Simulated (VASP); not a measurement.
OSZICAR of a VASP run on KI (rock salt):

File OSZICAR:
```
       N       E                     dE             d eps       ncg     rms          rms(c)
DAV:   1     0.980521264297E+02    0.98052E+02   -0.66005E+03   480   0.113E+03
DAV:   2     0.449128594695E+01   -0.93561E+02   -0.89054E+02   572   0.245E+02
DAV:   3    -0.155462653971E+01   -0.60459E+01   -0.60227E+01   608   0.585E+01
DAV:   4    -0.193337652358E+01   -0.37875E+00   -0.37840E+00   912   0.125E+01
DAV:   5    -0.193435248538E+01   -0.97596E-03   -0.97594E-03   604   0.744E-01    0.368E+00
DAV:   6    -0.181370685050E+01    0.12065E+00   -0.16325E-01   580   0.215E+00    0.251E+00
DAV:   7    -0.178173205300E+01    0.31975E-01   -0.11917E-01   576   0.199E+00    0.785E-01
DAV:   8    -0.177956424393E+01    0.21678E-02   -0.15876E-02   592   0.897E-01    0.606E-02
DAV:   9    -0.177948503635E+01    0.79208E-04   -0.60817E-04   624   0.186E-01    0.643E-02
DAV:  10    -0.177951531339E+01   -0.30277E-04   -0.24297E-04   576   0.129E-01    0.311E-02
DAV:  11    -0.177949770954E+01    0.17604E-04   -0.64298E-05   624   0.379E-02    0.908E-03
DAV:  12    -0.177949818248E+01   -0.47295E-06   -0.29385E-06   616   0.136E-02    0.180E-03
DAV:  13    -0.177949828381E+01   -0.10133E-06   -0.60903E-08   488   0.212E-03    0.112E-03
DAV:  14    -0.177949823540E+01    0.48415E-07   -0.71388E-08   416   0.301E-03
   1 F= -.17794982E+01 E0= -.17794982E+01  d E =-.107408E-18
```

Which electronic solver shows in the log?

It is blocked Davidson (ALGO = Normal, or the opening steps of other solvers). The INCAR had ALGO = Normal.

Can the final energy be trusted as converged?

The calculation finished and met its thresholds. It stopped with EDIFF = 1E-7, NELM = 100 (vdW-DF2, plane waves, VASP's PBE PAW potentials (set 64)).

The compound is KI in the rock salt structure. This cell is one point of a volume scan, at 1.03 of the reference volume.
